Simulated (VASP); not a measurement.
Given:

```xyz
8
Lattice="5.5396 0.0000 0.0000 0.0000 5.5396 0.0000 0.0000 0.0000 5.5396" Properties=species:S:1:pos:R:3 pbc="T T T"
Zn     5.4549     5.4549     5.4549
Zn     2.8546     2.8546     5.4549
Zn     2.8546     5.4549     2.8546
Zn     5.4549     2.8546     2.8546
Te     1.3849     1.3849     1.3849
S      4.1547     4.1547     1.3849
S      4.1547     1.3849     4.1547
S      1.3849     4.1547     4.1547
```

Calculation: PBEsol GGA, VASP's PBE PAW potentials (set 64) (plane waves; VASP). Settings: 400 eV cut-off, 5×5×5 Γ-centred mesh, tetrahedra with Blöchl corrections, potentials Zn Te S.

Unless said otherwise, spin-orbit coupling is left out, though it shifts the bands of the heavy elements here.

**Question.** Estimate the energy per atom (σ→0), band gap (on the k-mesh) with the smallest direct gap where there is one.

**Answer.** 
| Property | Result |
|---|---|
| band gap (on the k-mesh) | 1.18 eV |
| smallest direct gap (on the k-mesh) | 1.18 eV |
| energy per atom (σ→0) | -3.533 eV/atom |

Total energies compare only between runs with the same potentials, cut-off and functional.

The structure was generated: Zn4S3Te was put into an ordered model structure (P-43m), which need not be its known phase. It was relaxed first.
